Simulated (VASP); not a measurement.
Output of a VASP run:

OSZICAR:
```
...
DAV:  11    -0.132564792401E+02   -0.11727E-01   -0.66599E-02   520   0.269E+00    0.533E-01
DAV:  12    -0.132909657758E+02   -0.34487E-01   -0.76416E-02   504   0.231E+00    0.252E-01
DAV:  13    -0.133101411374E+02   -0.19175E-01   -0.71799E-03   592   0.882E-01    0.109E-01
DAV:  14    -0.133113473270E+02   -0.12062E-02   -0.36664E-03   600   0.363E-01    0.102E-01
DAV:  15    -0.133111590296E+02    0.18830E-03   -0.75504E-04   616   0.179E-01    0.197E-02
DAV:  16    -0.133112525655E+02   -0.93536E-04   -0.78742E-05   640   0.847E-02    0.242E-02
DAV:  17    -0.133112490254E+02    0.35402E-05   -0.30300E-05   632   0.405E-02    0.116E-02
DAV:  18    -0.133112560422E+02   -0.70169E-05   -0.46106E-06   720   0.150E-02    0.331E-03
DAV:  19    -0.133112587248E+02   -0.26826E-05   -0.62443E-07   376   0.722E-03    0.126E-03
DAV:  20    -0.133112599549E+02   -0.12300E-05   -0.46692E-07   400   0.557E-03    0.919E-04
DAV:  21    -0.133112598536E+02    0.10128E-06   -0.18540E-07   376   0.288E-03
   1 F= -.13311260E+02 E0= -.13311260E+02  d E =-.133113E+02
       N       E                     dE             d eps       ncg     rms          rms(c)
DAV:   1    -0.135873952096E+02   -0.27614E+00   -0.13829E+01   568   0.312E+01    0.655E+00
DAV:   2    -0.133410356181E+02    0.24636E+00   -0.16355E+00   600   0.836E+00    0.269E+00
DAV:   3    -0.132846374440E+02    0.56398E-01   -0.26060E-01   680   0.442E+00    0.687E-01
DAV:   4    -0.132969826588E+02   -0.12345E-01   -0.13019E-01   760   0.191E+00    0.522E-01
DAV:   5    -0.133025526254E+02   -0.55700E-02   -0.83068E-03   608   0.697E-01    0.358E-01
DAV:   6    -0.132970011804E+02    0.55514E-02   -0.16460E-02   536   0.946E-01    0.200E-01
DAV:   7    -0.133053234473E+02   -0.83223E-02   -0.85581E-03   624   0.686E-01    0.308E-02
DAV:   8    -0.133053136305E+02    0.98168E-05   -0.37601E-04   712   0.151E-01    0.396E-02
DAV:   9    -0.133053414644E+02   -0.27834E-04   -0.88633E-05   536   0.800E-02    0.192E-02
DAV:  10    -0.133054783489E+02   -0.13688E-03   -0.68311E-05   560   0.687E-02    0.875E-03
DAV:  11    -0.133054890979E+02   -0.10749E-04   -0.95932E-06   728   0.256E-02    0.419E-03
DAV:  12    -0.133054889722E+02    0.12574E-06   -0.25240E-07   344   0.385E-03
   2 F= -.13305489E+02 E0= -.13305489E+02  d E =0.577088E-02
       N       E                     dE             d eps       ncg     rms          rms(c)
DAV:   1    -0.134156431148E+02   -0.11015E+00   -0.41956E+00   544   0.170E+01    0.363E+00
DAV:   2    -0.133336422490E+02    0.82001E-01   -0.49880E-01   568   0.464E+00    0.140E+00
DAV:   3    -0.133195671990E+02    0.14075E-01   -0.78293E-02   664   0.245E+00    0.361E-01
DAV:   4    -0.133235331148E+02   -0.39659E-02   -0.36271E-02   744   0.102E+00    0.279E-01
DAV:   5    -0.133251726165E+02   -0.16395E-02   -0.21542E-03   600   0.391E-01    0.183E-01
DAV:   6    -0.133235785546E+02    0.15941E-02   -0.48612E-03   512   0.543E-01    0.101E-01
DAV:   7    -0.133262015254E+02   -0.26230E-02   -0.26579E-03   576   0.405E-01    0.147E-02
DAV:   8    -0.133261796532E+02    0.21872E-04   -0.13131E-04   752   0.866E-02    0.274E-02
DAV:   9    -0.133262625315E+02   -0.82878E-04   -0.66916E-05   528   0.707E-02    0.105E-02
DAV:  10    -0.133263196607E+02   -0.57129E-04   -0.26047E-05   616   0.396E-02    0.344E-03
DAV:  11    -0.133263220311E+02   -0.23704E-05   -0.26762E-06   440   0.151E-02    0.218E-03
DAV:  12    -0.133263212673E+02    0.76382E-06   -0.28613E-07   312   0.471E-03
   3 F= -.13326321E+02 E0= -.13326321E+02  d E =-.150614E-01
```

OUTCAR:
```
------------------------ aborting loop because EDIFF is reached ----------------------------------------
  FORCE on cell =-STRESS in cart. coord.  units (eV):
  Direction    XX          YY          ZZ          XY          YZ          ZX
  --------------------------------------------------------------------------------------
  Total       -0.0040604     -0.0040604     -0.0040604     -0.0000000      0.0000000      0.0000000
  in kB       -0.0866810     -0.0866810     -0.0866810     -0.0000000      0.0000000      0.0000000
  external PRESSURE =      -0.0866810 kB  Pullay stress =       0.0000000 kB
  volume of cell :       75.05
      direct lattice vectors                 reciprocal lattice vectors
     4.218103299  0.000000000 -0.000000000     0.237073378  0.000000000  0.000000000
     0.000000000  4.218103299  0.000000000    -0.000000000  0.237073378 -0.000000000
     0.000000000  0.000000000  4.218103299     0.000000000  0.000000000  0.237073378
 POSITION                                       TOTAL-FORCE (eV/Angst)
 -----------------------------------------------------------------------------------
      0.00000      0.00000      0.00000         0.000000     -0.000000      0.000000
      2.10905      2.10905      2.10905         0.000000      0.000000      0.000000
      2.10905      0.00000      2.10905         0.000000     -0.000000      0.000000
      0.00000      2.10905      2.10905         0.000000      0.000000      0.000000
      2.10905      2.10905     -0.00000         0.000000     -0.000000      0.000000
 -----------------------------------------------------------------------------------
    total drift:                                0.000000     -0.000000     -0.000000
  FREE ENERGIE OF THE ION-ELECTRON SYSTEM (eV)
  ---------------------------------------------------
  free  energy   TOTEN  =       -13.3263212673 eV

  energy  without entropy=      -13.3263212673  energy(sigma->0) =      -13.32632127

 reached required accuracy - stopping structural energy minimisation
```
(Selected blocks of OUTCAR.)

POSCAR:
```
BaZrO3
1
    4.1900000000     0.0000000000     0.0000000000
    0.0000000000     4.1900000000     0.0000000000
    0.0000000000     0.0000000000     4.1900000000
Ba Zr O
1 1 3
Direct
  0.0000000000   0.0000000000   0.0000000000
  0.5000000000   0.5000000000   0.5000000000
  0.5000000000   0.0000000000   0.5000000000
  0.0000000000   0.5000000000   0.5000000000
  0.5000000000   0.5000000000   0.0000000000
```

### Question
Write an INCAR and KPOINTS that could have produced this output.

### Answer
Several could match; the one computed here: the input of the run itself, revTPSS meta-GGA, plane waves, VASP's PBE PAW potentials (set 64).

File KPOINTS:
```
Regular mesh
0
G
5 5 5
```

**INCAR**
```
# general
SYSTEM =BaZrO3
PREC   =Accurate
ENCUT  =520   # plane-wave cut-off (eV)
LREAL  =.FALSE.   # projection in real space or not
LASPH  =.TRUE.

# electronic loop
EDIFF  =1E-6
NELM   =100   # most electronic steps
ALGO   =Normal   # blocked Davidson
LMAXMIX=4   # l cut-off of mixed one-centre charges
LMIXTAU=.TRUE.

# smearing
ISMEAR =0   # Gaussian
SIGMA  =0.05

# functional
METAGGA=RTPSS

# ions
IBRION =2   # conjugate gradients
NSW    =60   # most ionic steps
ISIF   =3
EDIFFG =-0.02   # ionic stop

# output
LWAVE  =.FALSE.
LCHARG =.FALSE.
```

POTCAR, in this order: Ba_sv Zr_sv O (PBE.64 set). Program: vasp_std.

Energy and stress use the plane-wave basis of the starting cell.

The compound is BaZrO3 in the cubic perovskite structure. This run relaxes it. Symmetry was kept, so distortions that lower it aren't found.
